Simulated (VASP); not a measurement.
Consider the following.

```
CELL_PARAMETERS angstrom
      0.00000     1.83870     1.83870
      1.83870     0.00000     1.83870
      1.83870     1.83870     0.00000
ATOMIC_POSITIONS crystal
  Rh 0.00000 0.00000 0.00000
```

The numbers are results of PBEsol GGA, VASP's PBE PAW potentials (set 64) (plane waves; VASP), not measurements. Settings: 500 eV cut-off, 17×17×17 Γ-centred mesh, first-order Methfessel-Paxton smearing of 0.10 eV, potentials Rh_pv.

Predict the energy per atom (σ→0), pressure, band gap (on the k-mesh) with the smallest direct gap where there is one.

| Item | Value |
|---|---|
| band gap (on the k-mesh) | none (metal, semimetal or under 0.01 eV) |
| energy per atom (σ→0) | -8.049 eV/atom |
| pressure | 299.4 kbar |

Only differences to runs with the same potentials and settings are physical.

The compound is Rh in the fcc structure. It was relaxed first under an external pressure of 30 GPa.
